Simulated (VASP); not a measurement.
Output of a VASP run:

**OSZICAR**
```
       N       E                     dE             d eps       ncg     rms          rms(c)
DAV:   1     0.741438677838E+02    0.74144E+02   -0.10136E+04  1307   0.257E+03
DAV:   2    -0.245094651286E+02   -0.98653E+02   -0.92876E+02  1387   0.380E+02
DAV:   3    -0.317211268327E+02   -0.72117E+01   -0.71732E+01  1357   0.914E+01
DAV:   4    -0.318419861699E+02   -0.12086E+00   -0.12074E+00  1474   0.127E+01
DAV:   5    -0.318436988823E+02   -0.17127E-02   -0.17127E-02  1355   0.135E+00    0.717E+00
DAV:   6    -0.258850448016E+02    0.59587E+01   -0.61097E+00  1853   0.598E+01    0.249E+00
DAV:   7    -0.268151432805E+02   -0.93010E+00   -0.52373E-01  1522   0.186E+01    0.160E+00
DAV:   8    -0.266541571913E+02    0.16099E+00   -0.19157E-01  1227   0.561E+00    0.723E-01
DAV:   9    -0.267590593291E+02   -0.10490E+00   -0.20600E-01  1227   0.607E+00    0.553E-01
DAV:  10    -0.268464621469E+02   -0.87403E-01   -0.78661E-02  1222   0.371E+00    0.119E-01
DAV:  11    -0.268811698221E+02   -0.34708E-01   -0.19057E-02  1222   0.192E+00    0.143E-01
DAV:  12    -0.268807142284E+02    0.45559E-03   -0.12109E-03  1345   0.508E-01    0.812E-02
DAV:  13    -0.268840858494E+02   -0.33716E-02   -0.29707E-03  1238   0.878E-01    0.567E-02
DAV:  14    -0.268842410699E+02   -0.15522E-03   -0.23905E-04  1252   0.210E-01    0.565E-02
DAV:  15    -0.268841570281E+02    0.84042E-04   -0.20680E-04  1246   0.211E-01    0.199E-02
DAV:  16    -0.268842122523E+02   -0.55224E-04   -0.78965E-05  1240   0.134E-01    0.102E-02
DAV:  17    -0.268842091572E+02    0.30951E-05   -0.41325E-06  1417   0.271E-02    0.958E-03
DAV:  18    -0.268842104316E+02   -0.12744E-05   -0.34562E-06  1248   0.315E-02    0.558E-03
DAV:  19    -0.268842144639E+02   -0.40323E-05   -0.14530E-06  1305   0.172E-02    0.168E-03
DAV:  20    -0.268842159718E+02   -0.15079E-05   -0.62702E-07  1222   0.118E-02    0.607E-04
DAV:  21    -0.268842168957E+02   -0.92398E-06   -0.22756E-08   666   0.232E-03    0.428E-04
DAV:  22    -0.268842159142E+02    0.98156E-06   -0.24500E-08   741   0.287E-03    0.302E-04
DAV:  23    -0.268842169690E+02   -0.10549E-05   -0.13477E-08   641   0.173E-03    0.942E-05
DAV:  24    -0.268842168868E+02    0.82207E-07   -0.33440E-09   621   0.774E-04
   1 F= -.26884217E+02 E0= -.26884217E+02  d E =-.381270E-12
```

### OUTCAR
```
------------------------ aborting loop because EDIFF is reached ----------------------------------------
  FORCE on cell =-STRESS in cart. coord.  units (eV):
  Direction    XX          YY          ZZ          XY          YZ          ZX
  --------------------------------------------------------------------------------------
  Total        0.0268518      0.0268518      0.0268518      0.0000000      0.0000000      0.0000000
  in kB        1.8917097      1.8917097      1.8917097      0.0000000      0.0000000      0.0000000
  external PRESSURE =       1.8917097 kB  Pullay stress =       0.0000000 kB
  volume of cell :       22.74
      direct lattice vectors                 reciprocal lattice vectors
     0.000000000  2.248709005  2.248709005    -0.222349801  0.222349801  0.222349801
     2.248709005  0.000000000  2.248709005     0.222349801 -0.222349801  0.222349801
     2.248709005  2.248709005  0.000000000     0.222349801  0.222349801 -0.222349801
  FREE ENERGIE OF THE ION-ELECTRON SYSTEM (eV)
  ---------------------------------------------------
  free  energy   TOTEN  =       -26.8842168868 eV

  energy  without entropy=      -26.8842168868  energy(sigma->0) =      -26.88421689
```
(Selected blocks of OUTCAR.)

File POSCAR:
```
GaN
1
    0.0000000000     2.2487090045     2.2487090045
    2.2487090045     0.0000000000     2.2487090045
    2.2487090045     2.2487090045     0.0000000000
Ga N
1 1
Direct
  0.0000000000   0.0000000000   0.0000000000
  0.2500000000   0.2500000000   0.2500000000
```

Problem. Write an INCAR and KPOINTS that could have produced this output.

Solution. This is not unique; one that fits is the input of the run itself, SCAN meta-GGA, plane waves, VASP's PBE PAW potentials (set 64).

KPOINTS:
```
Regular mesh
0
G
10 10 10
0 0 0
```

INCAR:
```
SYSTEM = GaN
PREC = Accurate
ENCUT = 520
EDIFF = 1E-7
NELM = 100
ALGO = Normal
LREAL = .FALSE.
LASPH = .TRUE.
ISMEAR = 0
SIGMA = 0.05
METAGGA = SCAN
LMIXTAU = .TRUE.
LMAXMIX = 4
LWAVE = .FALSE.
LCHARG = .FALSE.
ISIF = 2
```

POTCAR, in this order: Ga_d N (PBE.64 set). Program: vasp_std.

The compound is GaN in the zinc blende structure, a metastable form; wurtzite is the usual one. It was relaxed first.
